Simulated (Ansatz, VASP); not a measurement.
## Cross-check of SnOs between VASP and Ansatz

Wanted: the spread between two codes on one cell, functional and k mesh. The cell is generated by rule, not measured, and may not be a known phase. Of the first pair: The two relaxations start from unlike cells of this crystal (the structure described is Ansatz's start), so only their ends are compared.

Program: Ansatz 0.2.0. Level of theory: plane waves, with VASP 6.6.1 beside it; relaxation of cell and atoms at PBEsol. Results are calculated unless marked as measured.

## 1. The starting structure

It takes space group Pm-3m (No. 221, cubic). The conventional cell has a = 2.923 Å, b = 2.923 Å, c = 2.923 Å, α = 90.00°, β = 90.00°, γ = 90.00°. Sn has 8 Os at 2.53 Å nearest. Os has 8 Sn at 2.53 Å nearest. Farther neighbours are not listed.

As a file:

```cif
data_structure
_symmetry_space_group_name_H-M 'Pm-3m'
_symmetry_Int_Tables_number 221
_cell_length_a 2.9229
_cell_length_b 2.9229
_cell_length_c 2.9229
_cell_angle_alpha 90.000
_cell_angle_beta 90.000
_cell_angle_gamma 90.000
_cell_volume 24.97
loop_
_atom_site_label
_atom_site_type_symbol
_atom_site_symmetry_multiplicity
_atom_site_Wyckoff_symbol
_atom_site_fract_x
_atom_site_fract_y
_atom_site_fract_z
_atom_site_occupancy
Sn1 Sn 1 b 0.50000 0.50000 0.50000 1
Os1 Os 1 a 0.00000 0.00000 0.00000 1
```

## 2. Ansatz: relaxation of cell and atoms, PBEsol, pair 1

Ansatz runs on its PAW soft_1 files.

The relaxed volume is the usual yardstick between codes: in a stiff, nearly cubic crystal its relative difference is about their pressure difference at one cell divided by the bulk modulus.

input.yaml

```yaml
crystal:
  lattice:
    - [2.92291, 0.0, 0.0]
    - [0.0, 2.92291, 0.0]
    - [0.0, 0.0, 2.92291]
  atoms:
    - { symbol: Sn, position: [0.5, 0.5, 0.5] }
    - { symbol: Os, position: [0.0, 0.0, 0.0] }
kpoints:
  mp_grid: { grid: [6, 6, 6] }
hamiltonian:
  xc: pbesol
  pseudopotentials: { kind: paw, azcp: { folder: soft_1 }, xc_functional: pbe }
scf:
  occupations: { method: gaussian, width: 0.1 }
  lower_state_search: "off"
output:
  forces: true
  stress: true
  eigenvalues: true
relax:
  adjacent_minimum: "off"
  f_tol: 0.05
  max_steps: 80
  cell: { stress_tol: 0.5 }
```

The run is started by

```console
> ansatz run input.yaml --threads 18 --pin off --max-ram 92160MiB --backend cuda --events-out ev --progress --plain --runs-dir out --max-vram 78GiB
```

Numbers of over 12 decimals in the logs are rounded to 6 here.

What it wrote:

```text
The last accepted step is kept in <dir> (removed where the run ends without a failure and the disk answers)
Engine: ansatz 0.2.0, aarch64-unknown-linux-gnu
Pseudopotentials: kind: paw
Pseudopotential: Sn, paw, valence charge 14, recommended cutoff 420 eV (normal), soft_1/Sn.paw.azcp
Pseudopotential: Os, paw, valence charge 16, recommended cutoff 420 eV (normal), soft_1/Os.paw.azcp
Functional definition: PBEsol
  exchange = pbesol_x
  correlation = pbesol_c
[...]
Crystal: 2 atoms, lattice volume = 24.972 Å³
Basis set: ecut = 420 eV, 461 PW (Γ), exchange–correlation on 40×40×40 points (8 copies of the dense FFT grid, shifted against one another)
Bands: 19, of which v1, the nominal top of the filled ones, is band 15 counted from 1 (14 counted from 0)
Symmetry: 48 space group operations
Space group: Pm-3m (ITA 221), of the structure as read, at distance tolerance 2.9e-5 Å
k-points: 20 of 216
Non-local potential: Sn, projectors of the file, l = 0: 2, l = 1: 2, l = 2: 2, l = 3: 1
Non-local potential: Os, projectors of the file, l = 0: 3, l = 1: 2, l = 2: 2, l = 3: 1
PAW form: soft (Blöchl's): semilocal exchange-correlation on the pseudo side does not see the compensation charge
PAW frozen core: Sn, regenerated for the run's functional, and the local potential with it (the file was generated under x = pbe(κ = 0.804, μ = 0.219515), c = pbe(β = 0.066725))
PAW frozen core: Os, regenerated for the run's functional, and the local potential with it (the file was generated under x = pbe(κ = 0.804, μ = 0.219515), c = pbe(β = 0.066725))
PAW one-centre angular grid: Sn, 590 points (default); XC on 64 Gauss nodes
PAW one-centre angular grid: Os, 590 points (default); XC on 64 Gauss nodes
Initial density: superposition of atomic densities (chi_scale 0.1, normalization cell, long waves kept (reshape's long-wave potential 0.00 eV rms))
Initial wavefunctions: pseudopotential atomic-orbital guess
[...]
Functional: x = pbesol(κ = 0.804, μ = 0.123457), c = pbesol(β = 0.046)
SCF iter   1: F=—  HF=-17199.014755 eV  |F-HF|=—  |Δ(HF+E_count)|=         —  Δρ=4.78e-2  dr2=4.40e-1  ethr=3.10e-3  ⟨swp⟩=5.0  Hψ=1670  notcnv=0
preconditioner: auto → none  [metal: Δε(μ)=0.077 eV  Ē_g=18.235 eV  σ=0.100 eV  W_gap=0.40  n_scr=6 (ndim 8)  ℏωp=34.9 eV  f_vac=0.000  D(μ)=1.38/eV (n_scr^D=18)  sad-step TF]
SCF iter   2: F=—  HF=-17198.973777 eV  |F-HF|=—  |Δ(HF+E_count)|=   4.10e-2  Δρ=3.02e-2  dr2=2.22e-1  ethr=1.47e-3  ⟨swp⟩=2.0  Hψ=613  notcnv=0
[...]
SCF iter   6: F=-17198.916479 eV  HF=-17198.916479 eV  |F-HF|=3.21e-8  |Δ(HF+E_count)|=   3.58e-7  Δρ=2.19e-5  dr2=6.32e-8  ethr=3.33e-10  ⟨swp⟩=4.5  Hψ=2491  notcnv=0
SCF 1 converged in 6 iterations: F = -17198.916479 eV  dr2 = 6.32e-8
  greatest PAW one-centre occupation: 1.000 electrons in one spin orbital (limit 2), on the Os atom at site 1 (counted from 0), in its partial waves of l = 0
relax step   1: F+E_penalty+E_count = -17198.91647907 eV  Δ(F+E_penalty+E_count) = +0.000e0 eV  max|allowed force component| = 3.210e-25 eV/Å  Δτ_max = 0.0000 Å  P = +125.596 GPa  Ω = 24.972 Å³  (6 SCF iters, dr2 threshold 1.00e-7 eV, accepted)
[...]
relax step   2: F+E_penalty+E_count = -17200.84956880 eV  Δ(F+E_penalty+E_count) = -1.933e0 eV  max|allowed force component| = 3.016e-26 eV/Å  Δτ_max = 0.0000 Å  P = +45.373 GPa  Ω = 28.805 Å³  energy of the carried Pulay correction = -2.508e-3 eV  (6 SCF iters, dr2 threshold 2.00e-7 eV, accepted)
[...]
relax step   3: F+E_penalty+E_count = -17201.33007208 eV  Δ(F+E_penalty+E_count) = -4.805e-1 eV  max|allowed force component| = 6.893e-26 eV/Å  Δτ_max = 0.0000 Å  P = +13.700 GPa  Ω = 31.535 Å³  energy of the carried Pulay correction = -4.090e-3 eV  (6 SCF iters, dr2 threshold 2.00e-7 eV, accepted)
[...]
relax step   4: F+E_penalty+E_count = -17201.39957076 eV  Δ(F+E_penalty+E_count) = -6.950e-2 eV  max|allowed force component| = 1.333e-26 eV/Å  Δτ_max = 0.0000 Å  P = -0.993 GPa  Ω = 33.432 Å³  energy of the carried Pulay correction = -5.102e-3 eV  (6 SCF iters, dr2 threshold 2.00e-7 eV, accepted)
[...]
relax step   5: F+E_penalty+E_count = -17201.40011521 eV  Δ(F+E_penalty+E_count) = -5.444e-4 eV  max|allowed force component| = 1.212e-26 eV/Å  Δτ_max = 0.0000 Å  P = +0.002 GPa  Ω = 33.282 Å³  energy of the carried Pulay correction = -5.025e-3 eV  (6 SCF iters, dr2 threshold 2.00e-7 eV, accepted)
[...]
relax step   6: F+E_penalty+E_count = -17201.40589431 eV  Δ(F+E_penalty+E_count) = -5.779e-3 eV  max|allowed force component| = 5.251e-27 eV/Å  Δτ_max = 0.0000 Å  P = +0.181 GPa  Ω = 33.282 Å³  stress off target by 1.81e-1 GPa  SCF on the basis re-selected at this cell (its energy is not comparable with the rows above)  (6 SCF iters)
basis re-selected at this cell: Δ(F+E_penalty+E_count) = -5.779e-3 eV, ΔP = +0.179 GPa vs the last step (what re-selecting the basis moved, of the pressure what is left beyond the Pulay correction that the steps carried, after the strain that the cell walked since its last selection, with what the two solves' SCF thresholds leave and, on support functions, any second-order correction that the steps lacked; it is no measure of the basis error at this ecutwfc). The dense FFT grid was sized anew with the basis: this SCF ran on 24×24×24 points, the steps before it on 20×20×20, so part of this shift can come from that change (see relax.cell in the input reference). [rest of the remark cut]
SCF converged after 6 iterations
Free energy (F): -17201.405894 eV
Harris-Foulkes:  -17201.405894 eV  (|F-HF|=0.00e0)
Internal energy: -17201.403131 eV  (E = F + TS)
E sigma→0 (E₀):  -17201.404513 eV
Entropy (-TS):   -0.002764 eV (-1.382 meV/atom)
Fermi energy:    20.754427 eV
--- Per-component energies (eV) ---
  E_band       = -99.275856
  E_kinetic    = 666.800712
  E_local      = -1734.714649  (includes V_loc(G=0)·N_el)
  E_nonlocal   = 349.219625
  E_hartree    = 763.744008
  E_xc         = -358.504287
  E_vxc        = -328.139962  (∫ρ·V_xc dr)
  E_paw        = -13213.798754  (= ΣΔE_a)
  E_vpaw       = -579.930342  (= ΣTr[D̂ρ^β])
  E_aug_tail   = 0.000739  (compensation charges beyond the density's cutoff)
  E_ewald      = -3674.683362
  E_core_change = 0.532837  (= ΣΔE_core)
  E_smearing   = -0.002764  (= −TS)
  E_closure    = 0.000000  (closes the sum)
  Σ components = -17201.405894   (vs F -17201.405894, Δ=0.00e0)
--- Forces (eV/Å), atoms counted from 1 ---
  atom   1  Sn     0.00000000    -0.00000000    -0.00000000
  atom   2  Os    -0.00000000    -0.00000000    -0.00000000
  max |Σ_I F_I| component: 8.89e-27 eV/Å
--- Stress (GPa, compression-positive) ---
        0.181163      -0.000000      -0.000000
       -0.000000       0.181163       0.000000
       -0.000000       0.000000       0.181163
  P = ⅓ Tr σ = 0.1812 GPa (1.812 kbar)
--- Band table (eV; the first three rows and the last of 20) ---
  k-point 0: bands = [... 11 lower, 16.3387, 19.7122, 19.7122, 19.7122, 22.6883, 22.6883, 22.6883, 27.4811]
  k-point 1: bands = [... 11 lower, 16.4024, 18.8261, 18.8261, 19.6996, 20.9728, 24.0927, 24.0927, 28.8215]
  k-point 2: bands = [... 11 lower, 16.5373, 17.7879, 17.7879, 19.6742, 20.4847, 26.7290, 26.7290, 28.4482]
  k-point 19: bands = [... 11 lower, 14.2738, 16.8805, 21.0103, 21.0103, 23.0095, 23.0095, 23.0095, 24.5510]
--- Relaxed structure (5 steps of the walk, 5 accepted, 1 SCFs on fresh bases) ---
  F+E_penalty+E_count = -17201.40589431 eV   max|allowed force component| = 5.251e-27 eV/Å   (the final SCF, on the basis selected at the relaxed cell)
  cell:  # Å, volume = 33.2819 Å³
    - [3.216640, 0, 0]
    - [0, 3.216640, 0]
    - [0, 0, 3.216640]
  atoms:
    - { symbol: Sn, position: [0.5, 0.5, 0.5] }
    - { symbol: Os, position: [0, 0, 0] }
```

In the SCF lines HF is the Harris–Foulkes energy and dr2 the Hartree energy of the density residual, in eV; the loop may stop once dr2 is under the threshold and the program's other checks hold. Hψ counts applications of the Hamiltonian.

## 3. VASP: relaxation of cell and atoms, PBEsol, pair 1

Its own start cell and the same functional, mesh and smearing now go to VASP, with its own data sets.

Lines of VASP's logs that name or quote its potential files are left out, and so is its time.

INCAR

```
SYSTEM = SnOs
PREC = Accurate
ENCUT = 600
EDIFF = 1E-07
NELM = 120
ISMEAR = 0
SIGMA = 0.1
LREAL = .FALSE.
ALGO = Normal
GGA = PS
NBANDS = 17
LASPH = .TRUE.
LORBIT = 11
LWAVE = .FALSE.
LCHARG = .FALSE.
ISIF = 3
IBRION = 2
NSW = 80
EDIFFG = -0.005
GGA_COMPAT = .FALSE.
NELMIN = 4
```

POSCAR

```
SnOs
1.0
    3.2192705264      0.0000000000      0.0000000000
    0.0000000000      3.2192705264      0.0000000000
    0.0000000000      0.0000000000      3.2192705264
Sn Os
1 1
Direct
    0.5000000000      0.5000000000      0.5000000000
    0.0000000000      0.0000000000      0.0000000000
```

KPOINTS

```
Automatic mesh
0
Gamma
6 6 6
0 0 0
```

Potentials, in the order of the species: Sn_d and Os (PBE family, release 64).

The run is started by

```console
> mpirun -np 1 vasp_std
```

What it wrote:

```text
[banner, memory and clock lines left out]
running    1 mpi-ranks, on    1 nodes
 distrk:  each k-point on    1 cores,    1 groups
 distr:  one band on    1 cores,    1 groups

 POSCAR found type information on POSCAR SnOs
 POSCAR found :  2 types and       2 ions
|                                                                             |
|               ----> ADVICE to this user running VASP <----                  |
|                                                                             |
|     You enforced a specific xc type in the INCAR file but a different       |
|     [... a line on the potential file left out ...]
|     I HOPE YOU KNOW WHAT YOU ARE DOING!                                     |
|                                                                             |

 LDA part: xc-table for (Slater+PW92), standard interpolation
 POSCAR, INCAR and KPOINTS ok, starting setup
 FFT: planning ... GRIDC
 FFT: planning ... GRID_SOFT
 FFT: planning ... GRID
 WAVECAR not read
 entering main loop
       N       E                     dE             d eps       ncg     rms          rms(c)
DAV:   1     0.158354146565E+03    0.15835E+03   -0.12251E+04   728   0.215E+03
DAV:   2    -0.267022469202E+01   -0.16102E+03   -0.15659E+03   696   0.436E+02
DAV:   3    -0.159902152907E+02   -0.13320E+02   -0.12723E+02   791   0.113E+02
DAV:   4    -0.163005199765E+02   -0.31030E+00   -0.30933E+00   759   0.170E+01
DAV:   5    -0.163060380512E+02   -0.55181E-02   -0.55174E-02   828   0.248E+00    0.124E+01
DAV:   6    -0.158542710475E+02    0.45177E+00   -0.15118E+00   945   0.817E+00    0.445E+00
DAV:   7    -0.157857208892E+02    0.68550E-01   -0.10195E-01   840   0.515E+00    0.283E+00
DAV:   8    -0.157671247528E+02    0.18596E-01   -0.33322E-02   875   0.211E+00    0.157E-01
DAV:   9    -0.157663006741E+02    0.82408E-03   -0.34310E-03   853   0.106E+00    0.792E-02
DAV:  10    -0.157662632109E+02    0.37463E-04   -0.97072E-05   765   0.109E-01    0.144E-02
DAV:  11    -0.157662642728E+02   -0.10619E-05   -0.77559E-06   873   0.283E-02    0.134E-02
DAV:  12    -0.157662636332E+02    0.63956E-06   -0.12726E-06   910   0.773E-03    0.236E-03
DAV:  13    -0.157662635165E+02    0.11670E-06   -0.44440E-08   389   0.237E-03    0.679E-04
DAV:  14    -0.157662634941E+02    0.22465E-07   -0.58904E-09   375   0.108E-03
   1 F= -.15766263E+02 E0= -.15764881E+02  d E =-.157663E+02
 curvature:   0.00 expect dE= 0.000E+00 dE for cont linesearch  0.000E+00
 trial: gam= 0.00000 g(F)=  0.000E+00 g(S)=  0.167E-04 ort = 0.000E+00 (trialstep = 0.100E+01)
 search vector abs. value=  0.167E-04
 bond charge predicted
       N       E                     dE             d eps       ncg     rms          rms(c)
DAV:   1    -0.157664744788E+02   -0.21096E-03   -0.45035E-03   856   0.113E+00    0.104E-01
DAV:   2    -0.157662904940E+02    0.18398E-03   -0.38149E-04   858   0.287E-01    0.348E-02
DAV:   3    -0.157662563959E+02    0.34098E-04   -0.60555E-05   892   0.154E-01    0.144E-02
DAV:   4    -0.157662512137E+02    0.51821E-05   -0.88500E-06   997   0.476E-02    0.290E-03
DAV:   5    -0.157662502534E+02    0.96030E-06   -0.53178E-07   759   0.773E-03    0.133E-03
DAV:   6    -0.157662499109E+02    0.34250E-06   -0.43618E-08   357   0.215E-03    0.447E-04
DAV:   7    -0.157662497612E+02    0.14973E-06   -0.27969E-08   343   0.168E-03    0.465E-04
DAV:   8    -0.157662497705E+02   -0.92782E-08   -0.39503E-09   343   0.772E-04
   2 F= -.15766250E+02 E0= -.15764865E+02  d E =0.137236E-04
 trial-energy change:    0.000014  1 .order    0.000012   -0.000017    0.000040
 step:   0.2538(harm=  0.2942)  dis= 0.00000  next Energy=   -15.766266 (dE=-0.209E-05)
 bond charge predicted
       N       E                     dE             d eps       ncg     rms          rms(c)
DAV:   1    -0.157663881260E+02   -0.13836E-03   -0.25035E-03   855   0.840E-01    0.780E-02
DAV:   2    -0.157662851792E+02    0.10295E-03   -0.21196E-04   858   0.214E-01    0.260E-02
DAV:   3    -0.157662666578E+02    0.18521E-04   -0.33730E-05   892   0.115E-01    0.107E-02
DAV:   4    -0.157662649885E+02    0.16693E-05   -0.48669E-06   995   0.353E-02    0.217E-03
DAV:   5    -0.157662651163E+02   -0.12780E-06   -0.28987E-07   664   0.574E-03    0.956E-04
DAV:   6    -0.157662652488E+02   -0.13250E-06   -0.27732E-08   344   0.169E-03    0.365E-04
DAV:   7    -0.157662653473E+02   -0.98426E-07   -0.17274E-08   343   0.144E-03
   3 F= -.15766265E+02 E0= -.15764882E+02  d E =-.185319E-05
 curvature:  -0.15 expect dE=-0.139E-07 dE for cont linesearch -0.139E-07
 trial: gam=-0.06952 g(F)=  0.240E-63 g(S)=  0.946E-07 ort = 0.126E-05 (trialstep = 0.851E+00)
 search vector abs. value=  0.634E-09
 reached required accuracy - stopping structural energy minimisation
```

From OUTCAR (step 3):

```text
ion  position               nearest neighbor table
   1  0.500  0.500  0.500-   2 2.79   2 2.79   2 2.79   2 2.79   2 2.79   2 2.79   2 2.79   2 2.79

  LATTYP: Found a simple cubic cell.
 ALAT       =     3.2192705264

 Subroutine GETGRP returns: Found 48 space group operations
 (whereof 48 operations were pure point group operations)

The static configuration has the point symmetry O_h .

 Found     20 irreducible k-points:

   k-points           NKPTS =     20   k-points in BZ     NKDIM =     20   number of bands    NBANDS=     17

   dimension x,y,z NGX =    28 NGY =   28 NGZ =   28
   dimension x,y,z NGXF=    56 NGYF=   56 NGZF=   56

   ENCUT  =  600.0 eV  44.10 Ry    6.64 a.u.   6.43  6.43  6.43*2*pi/ulx,y,z

   NELECT =      22.0000    total number of electrons

 k-points in reciprocal lattice and weights: Automatic mesh
   0.00000000  0.00000000  0.00000000       0.005
   0.16666667  0.00000000  0.00000000       0.028
   0.33333333  0.00000000  0.00000000       0.028
   0.50000000  0.00000000  0.00000000       0.014
   0.16666667  0.16666667  0.00000000       0.056
   0.33333333  0.16666667  0.00000000       0.111
   0.50000000  0.16666667  0.00000000       0.056
   0.33333333  0.33333333  0.00000000       0.056
   0.50000000  0.33333333  0.00000000       0.056
[...]
0.50000000  0.50000000  0.33333333       0.028
   0.50000000  0.50000000  0.50000000       0.005

 average (electrostatic) potential at core
       1 -95.8369       2 -40.7179

 E-fermi :  11.4328

 k-point     1 :       0.0000    0.0000    0.0000
  band No.  band energies     occupation
    ...
      7       7.0364      2.00000
      8       7.0364      2.00000
      9      10.3918      2.00000
     10      10.3918      2.00000
     11      10.3918      2.00000
     12      13.3925      0.00000
     13      13.3925      0.00000
     14      13.3925      0.00000
     15      18.1316      0.00000
     16      22.0530      0.00000
    ...

 k-point     2 :       0.1667    0.0000    0.0000
  band No.  band energies     occupation
    ...
      7       6.8330      2.00000
      8       7.1001      2.00000
      9       9.5126      2.00000
     10       9.5126      2.00000
     11      10.3787      2.00000
     12      11.6663      0.00096
     13      14.7887      0.00000
     14      14.7887      0.00000
     15      19.4765      0.00000
     16      20.8096      0.00000
    ...

 k-point     3 :       0.3333    0.0000    0.0000
  band No.  band energies     occupation
    ...
      8       7.2347      2.00000
      9       8.4778      2.00000
     10       8.4778      2.00000
     11      10.3526      2.00000
     12      11.1675      1.99982
     13      17.4206      0.00000
     14      17.4206      0.00000
     15      19.2561      0.00000
     16      19.9561      0.00000
     17      23.5432      0.00000

  Total        0.0011431      0.0011431      0.0011431     -0.0000000      0.0000000     -0.0000000
  in kB        0.0548804      0.0548804      0.0548804     -0.0000000      0.0000000     -0.0000000
  external PRESSURE =       0.0548804 kB  Pullay stress =       0.0000000 kB

  energy-cutoff  :      600.00
  volume of cell :       33.37
      direct lattice vectors                 reciprocal lattice vectors
     3.219570272 -0.000000000 -0.000000000     0.310600458 -0.000000000  0.000000000
     0.000000000  3.219570272  0.000000000     0.000000000  0.310600458  0.000000000
    -0.000000000 -0.000000000  3.219570272     0.000000000 -0.000000000  0.310600458

 POSITION                                       TOTAL-FORCE (eV/Angst)
 -----------------------------------------------------------------------------------
      1.60979      1.60979      1.60979         0.000000     -0.000000      0.000000
      0.00000      0.00000      0.00000        -0.000000      0.000000      0.000000
 -----------------------------------------------------------------------------------
    total drift:                                0.000000      0.000000      0.000000

  FREE ENERGIE OF THE ION-ELECTRON SYSTEM (eV)
  ---------------------------------------------------
  free  energy   TOTEN  =       -15.7662653473 eV

  energy  without entropy=      -15.7634996500  energy(sigma->0) =      -15.76488250

 reached required accuracy - stopping structural energy minimisation

 total charge
# of ion       s       p       d       tot
------------------------------------------
    1        1.090   1.262  10.156  12.508
    2        0.508   0.475   6.221   7.204
--------------------------------------------------
tot          1.598   1.738  16.377  19.713

[... 3 further parts left out ...]
```

CONTCAR:

```
SnOs
   1.00000000000000
     3.2195702720317261   -0.0000000000000000   -0.0000000000000000
     0.0000000000000000    3.2195702720317261    0.0000000000000000
    -0.0000000000000000   -0.0000000000000000    3.2195702720317261
  Sn              Os
     1     1
Direct
     0.5000000000000000    0.5000000000000000    0.5000000000000000
     0.0000000000000000    0.0000000000000000    0.0000000000000000
```

The run keeps the 48 symmetry operations of its start, so it cannot find a distortion of lower symmetry.

## 4. Differences

Known differences besides the potentials themselves: the data sets hold 30 valence electrons in Ansatz (on its PAW soft_1 files) and 22 in VASP; the cutoff is 420 eV in Ansatz and 600 eV in VASP; Ansatz makes its cores anew for this functional, VASP keeps those of its PBE data sets; Ansatz adds a Pulay correction to the stress that steers its cell, VASP none. Total energies have different zeros and are not compared.

The two programs side by side:

| quantity | Ansatz | VASP | difference |
| --- | --- | --- | --- |
| volume (Å³) | 33.28 | 33.37 | -0.27 % |
| edge a after relaxation, in the typed setting (Å) | 3.217 | 3.220 | -0.09 % |

(Continued in part 2 of 2.)

[Lines on the potential files, build, host, timing and source positions are cut from VASP's logs without a mark.]

[Logs are printed without paths, hosts, clocks, repeated set-up lines and the standing remarks that a program may print on its own settings, such as how far it seeks lower states.]

[Hosts, paths, dates, database ids (printed as entryN), source tags and the programs' standing remarks are cut or masked in the printed files.]
